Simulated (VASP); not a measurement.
A convergence study with VASP on CuI (zinc blende): one setting is varied, all else stays as given below, so the limit is that of these other settings.

```
CuI
1.0
    0.00000     3.02500     3.02500
    3.02500     0.00000     3.02500
    3.02500     3.02500     0.00000
Cu I
1 1
Direct
  0.00000   0.00000   0.00000
  0.25000   0.25000   0.25000
```

Level of theory: PBE GGA, VASP's PBE PAW potentials (set 64) (plane waves; VASP 6.6.1). The tightest run used: 550 eV cut-off, 17×17×17 Γ-centred mesh, Gaussian smearing of 0.050 eV, potentials Cu I.

Problem. The settings run are 1×1×1 mesh; 2×2×2 mesh; 3×3×3 mesh; 4×4×4 mesh; 5×5×5 mesh; 6×6×6 mesh; 7×7×7 mesh; 8×8×8 mesh; 9×9×9 mesh; 10×10×10 mesh; 11×11×11 mesh; 12×12×12 mesh; 13×13×13 mesh; 14×14×14 mesh; 15×15×15 mesh; 16×16×16 mesh; 17×17×17 mesh. From which on does the energy per atom stay within 0.01 eV/atom of the tightest run?

Solution. From 5×5×5 mesh on: it is off by 0.0044 there and by no more than 0.01 in any finer run, while 4×4×4 mesh is off by 0.0174.
```csv
setting,E (eV/atom),pressure (GPa),irreducible k-points,difference judged (eV/atom)
1×1×1 mesh,2.6518,46.99,1,5.4324
2×2×2 mesh,-2.3308,5.27,3,0.4498
3×3×3 mesh,-2.7010,1.65,4,0.0796
4×4×4 mesh,-2.7632,0.87,8,0.0174
5×5×5 mesh,-2.7762,0.71,10,0.0044
6×6×6 mesh,-2.7793,0.66,16,0.0013
7×7×7 mesh,-2.7802,0.64,20,0.0004
8×8×8 mesh,-2.7805,0.64,29,0.0001
9×9×9 mesh,-2.7806,0.64,35,0.0001
10×10×10 mesh,-2.7806,0.64,47,0.0000
11×11×11 mesh,-2.7806,0.64,56,0.0000
12×12×12 mesh,-2.7806,0.64,72,0.0000
13×13×13 mesh,-2.7806,0.64,84,0.0000
14×14×14 mesh,-2.7806,0.64,104,0.0000
15×15×15 mesh,-2.7806,0.64,120,0.0000
16×16×16 mesh,-2.7806,0.64,145,0.0000
17×17×17 mesh,-2.7806,0.64,165,0.0000
```

Left out are rungs that failed or repeat a setting and relaxations that didn't move; long series are thinned to 24 rows.

The compound is CuI in the zinc blende structure. The cell was not relaxed at this level.
